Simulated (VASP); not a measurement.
Level of theory: PBEsol GGA, VASP's PBE PAW potentials (set 64) (plane waves; VASP).

VASP ran on this input.

File KPOINTS:
```
Automatic mesh
0
Gamma
9 9 9
0 0 0
```

**INCAR**
```
# general
SYSTEM  = NiO
PREC    = Accurate
ENCUT   = 620   # plane-wave cut-off (eV)
LREAL   = .FALSE.   # projection in real space or not
LASPH   = .TRUE.   # aspherical one-centre terms

# electronic loop
EDIFF   = 1E-6   # SCF stop (eV)
NELM    = 100
ALGO    = Normal
LMAXMIX = 4   # l cut-off of mixed one-centre charges

# smearing
ISMEAR  = 0   # Gaussian
SIGMA   = 0.05   # width (eV)

# functional
GGA     = PS   # PBEsol

# spin
ISPIN   = 2   # spin-polarised
MAGMOM  = 1.3 -1.3 2*0.0

# ions
IBRION  = 2   # conjugate gradients
NSW     = 40   # most ionic steps
ISIF    = 3   # ions, shape and volume
EDIFFG  = -0.02   # ionic stop
PSTRESS = 100   # kbar

# output
LWAVE   = .FALSE.
LCHARG  = .FALSE.
LORBIT  = 10
```

POSCAR:
```
NiO
1
    4.0551705384     2.0196773984     2.0196773984
    2.0196773984     4.0551705384     2.0196773984
    2.0196773984     2.0196773984     4.0551705384
Ni O
2 2
Direct
  0.0000000000   0.0000000000   0.0000000000
  0.5000000000   0.5000000000   0.5000000000
  0.2500000000   0.2500000000   0.2500000000
  0.7500000000   0.7500000000   0.7500000000
```

POTCAR, in this order: Ni O (PBE.64 set). Program: vasp_std.

Output

**OSZICAR**
```
       N       E                     dE             d eps       ncg     rms          rms(c)
DAV:   1     0.272681534026E+03    0.27268E+03   -0.17879E+04  6968   0.245E+03
DAV:   2     0.284556893332E+01   -0.26984E+03   -0.25316E+03  6984   0.439E+02
DAV:   3    -0.281539428947E+02   -0.31000E+02   -0.29431E+02  7780   0.168E+02
DAV:   4    -0.291708856522E+02   -0.10169E+01   -0.10104E+01  7600   0.319E+01
DAV:   5    -0.291994217730E+02   -0.28536E-01   -0.28523E-01  8136   0.504E+00    0.221E+01
DAV:   6    -0.264735881939E+02    0.27258E+01   -0.38662E+01 10200   0.109E+02    0.209E+01
DAV:   7    -0.252020248290E+02    0.12716E+01   -0.65916E+00  8872   0.747E+01    0.103E+01
DAV:   8    -0.253329728769E+02   -0.13095E+00   -0.17871E+00  7756   0.117E+01    0.647E+00
DAV:   9    -0.252511037368E+02    0.81869E-01   -0.12349E-01 10988   0.103E+01    0.129E+00
DAV:  10    -0.252623078152E+02   -0.11204E-01   -0.57200E-02  9628   0.308E+00    0.643E-01
DAV:  11    -0.252633512217E+02   -0.10434E-02   -0.59477E-03  9232   0.246E+00    0.146E-01
DAV:  12    -0.252635548019E+02   -0.20358E-03   -0.18413E-03  8784   0.446E-01    0.904E-02
DAV:  13    -0.252635231229E+02    0.31679E-04   -0.28992E-04 11492   0.258E-01    0.268E-02
DAV:  14    -0.252635233611E+02   -0.23815E-06   -0.31019E-05  7156   0.901E-02    0.250E-02
DAV:  15    -0.252635211012E+02    0.22599E-05   -0.13950E-05 10068   0.520E-02    0.460E-03
DAV:  16    -0.252635212636E+02   -0.16241E-06   -0.10726E-06  3816   0.170E-02
   1 F= -.23170276E+02 E0= -.23170276E+02  d E =-.231703E+02  mag=     0.0000
```

File OUTCAR:
```
------------------------ aborting loop because EDIFF is reached ----------------------------------------
  FORCE on cell =-STRESS in cart. coord.  units (eV):
  Direction    XX          YY          ZZ          XY          YZ          ZX
  --------------------------------------------------------------------------------------
  Total        2.0931523      2.0931523      2.0931523     -0.0453633     -0.0453633     -0.0453633
  in kB       99.9955629     99.9955629     99.9955629     -2.1671277     -2.1671277     -2.1671277
  external PRESSURE =      -0.0044371 kB  Pullay stress =     100.0000000 kB
  volume of cell :       33.54
      direct lattice vectors                 reciprocal lattice vectors
     4.055170538  2.019677398  2.019677398     0.368701056 -0.122580383 -0.122580383
     2.019677398  4.055170538  2.019677398    -0.122580383  0.368701056 -0.122580383
     2.019677398  2.019677398  4.055170538    -0.122580383 -0.122580383  0.368701056
 POSITION                                       TOTAL-FORCE (eV/Angst)
 -----------------------------------------------------------------------------------
      0.00000      0.00000      0.00000         0.000000     -0.000000      0.000000
      4.04726      4.04726      4.04726        -0.000000      0.000000      0.000000
      2.02363      2.02363      2.02363         0.000000      0.000000      0.000000
      6.07089      6.07089      6.07089        -0.000000     -0.000000     -0.000000
 -----------------------------------------------------------------------------------
    total drift:                                0.000000     -0.000000     -0.000000
  FREE ENERGIE OF THE ION-ELECTRON SYSTEM (eV)
  ---------------------------------------------------
  free  energy   TOTEN  =       -25.2635212636 eV

  energy  without entropy=      -25.2635212636  energy(sigma->0) =      -25.26352126
  enthalpy is  TOTEN    =       -23.1702761290 eV   P V=        2.0932451346

 total charge

# of ion       s       p       d       tot
------------------------------------------
    1        0.363   0.477   8.346   9.186
    2        0.363   0.477   8.346   9.186
    3        1.554   3.429   0.000   4.983
    4        1.554   3.429   0.000   4.983
--------------------------------------------------
tot          3.834   7.811  16.691  28.337

 magnetization (x)

# of ion       s       p       d       tot
------------------------------------------
    1       -0.012  -0.016   1.261   1.233
    2        0.012   0.016  -1.261  -1.233
    3        0.000   0.000   0.000   0.000
    4        0.000   0.000   0.000   0.000
--------------------------------------------------
tot          0.000   0.000   0.000   0.000

 reached required accuracy - stopping structural energy minimisation
```
(Selected blocks of OUTCAR.)

The compound is NiO in the rock salt, AFM-II order structure. It was relaxed first under an external pressure of 10 GPa.
